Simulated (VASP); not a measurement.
Input:

```
BiDy
1.0
    4.37885     0.00000     0.00000
   -2.18942     3.79219     0.00000
    0.00000     0.00000     7.47990
Dy Bi
2 2
Direct
  0.00000   0.00000   0.00000
  0.00000   0.00000   0.50000
  0.33333   0.66667   0.25000
  0.66667   0.33333   0.75000
```

Level of theory: PBEsol GGA, VASP's PBE PAW potentials (set 64) (plane waves; VASP). Numerical set-up: 480 eV cut-off, 8×8×4 Γ-centred mesh, first-order Methfessel-Paxton smearing of 0.10 eV, potentials Dy_3 Bi_d.

The 4f electrons are frozen in the core of the lanthanide potential, so 4f levels, which can set the real gap, and their magnetism are missing. Unless said otherwise, spin-orbit coupling is left out, though it shifts the bands of the heavy elements here.

Task: Predict the energy per atom (σ→0), band gap (on the k-mesh) with the smallest direct gap where there is one.

Result: 
| Item | Result |
|---|---|
| band gap (on the k-mesh) | none (metal, semimetal or under 0.01 eV) |
| energy per atom (σ→0) | -5490 meV/atom |

Total energies compare only between runs with the same potentials, cut-off and functional.

The structure was generated: DyBi was put into the NiAs type (P6_3/mmc), which need not be its known phase. It was relaxed first, which changed the volume by -13 %.
